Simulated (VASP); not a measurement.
A convergence study with VASP on AgBr (rock salt): one setting is varied, all else stays as given below, so the limit is that of these other settings.

```
AgBr
1.0
    0.00000     2.88500     2.88500
    2.88500     0.00000     2.88500
    2.88500     2.88500     0.00000
Ag Br
1 1
Direct
  0.00000   0.00000   0.00000
  0.50000   0.50000   0.50000
```

The numbers are results of PBE GGA, VASP's PBE PAW potentials (set 64) (plane waves; VASP), not measurements. The tightest run used: 550 eV cut-off, 17×17×17 Γ-centred mesh, Gaussian smearing of 0.050 eV, potentials Ag Br.

Problem. The settings run are 1×1×1 mesh; 2×2×2 mesh; 3×3×3 mesh; 5×5×5 mesh; 6×6×6 mesh; 7×7×7 mesh; 8×8×8 mesh; 10×10×10 mesh; 11×11×11 mesh; 12×12×12 mesh; 13×13×13 mesh; 14×14×14 mesh; 16×16×16 mesh; 17×17×17 mesh. From which on does the stress (every component) stay within 0.5 GPa of the tightest run?

Solution. From 5×5×5 mesh on: it is off by 0.06 there and by no more than 0.5 in any finer run, while 3×3×3 mesh is off by 0.83.
| setting | E (eV/atom) | pressure (GPa) | irreducible k-points | difference judged (GPa) |
|---|---|---|---|---|
| 1×1×1 mesh | -0.4290 | 8.76 | 1 | 7.26 |
| 2×2×2 mesh | -2.0194 | 8.06 | 3 | 6.57 |
| 3×3×3 mesh | -2.4451 | 2.33 | 4 | 0.83 |
| 5×5×5 mesh | -2.4935 | 1.56 | 10 | 0.06 |
| 6×6×6 mesh | -2.4953 | 1.52 | 16 | 0.02 |
| 7×7×7 mesh | -2.4958 | 1.50 | 20 | 0.01 |
| 8×8×8 mesh | -2.4959 | 1.50 | 29 | 0.00 |
| 10×10×10 mesh | -2.4959 | 1.50 | 47 | 0.00 |
| 11×11×11 mesh | -2.4959 | 1.50 | 56 | 0.00 |
| 12×12×12 mesh | -2.4959 | 1.50 | 72 | 0.00 |
| 13×13×13 mesh | -2.4959 | 1.50 | 84 | 0.00 |
| 14×14×14 mesh | -2.4959 | 1.50 | 104 | 0.00 |
| 16×16×16 mesh | -2.4959 | 1.50 | 145 | 0.00 |
| 17×17×17 mesh | -2.4959 | 1.50 | 165 | 0.00 |

Left out are rungs that failed or repeat a setting and relaxations that didn't move; long series are thinned to 24 rows.

The compound is AgBr in the rock salt structure. The cell was not relaxed at this level.
